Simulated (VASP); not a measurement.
Mg:

```
Mg
1.0
     3.20930    0.00000    0.00000
    -1.60465    2.77934    0.00000
     0.00000    0.00000    5.21030
Mg
2
Direct
  0.33333 0.66667 0.25000
  0.66667 0.33333 0.75000
```

* Program: VASP 6.6.1
* Task: relaxation of cell and atoms
* Functional: LDA
* Potentials or basis: VASP PAW LDA potentials, release 64 (Mg)
* Cutoff: 600 eV
* k mesh: 15 × 15 × 7
* Occupations: methfessel-paxton, width 0.1 eV
* Spin: no spin polarisation

At the start: pressure -2.8 GPa; volume 23.24 Å³/atom.

Task: Where does the relaxation end?

Result: Over 6 steps the energy falls by 17.6 meV/atom and the volume is 21.45 Å³/atom (-7.7 %); space group P6_3/mmc (No. 194, to 0.05 Å).

Step by step:
| step | energy change (eV) | largest force (eV/Å) | pressure (GPa) | volume (Å³) |
| --- | --- | --- | --- | --- |
| 1 | 0.0000 | 0.0000 | -2.80 | 46.47 |
| 2 | -0.0325 | 0.0000 | -0.82 | 43.79 |
| 3 | -0.0350 | 0.0000 | -0.02 | 42.91 |
| 4 | -0.0350 | 0.0000 | 0.04 | 42.84 |
| 5 | -0.0351 | 0.0000 | 0.03 | 42.85 |
| 6 | -0.0352 | 0.0000 | -0.02 | 42.91 |

Final structure:
```
Mg
1.0
     3.14524    0.00000    0.00000
    -1.57262    2.72386    0.00000
     0.00000    0.00000    5.00841
Mg
2
Direct
  0.33333 0.66667 0.25000
  0.66667 0.33333 0.75000
```
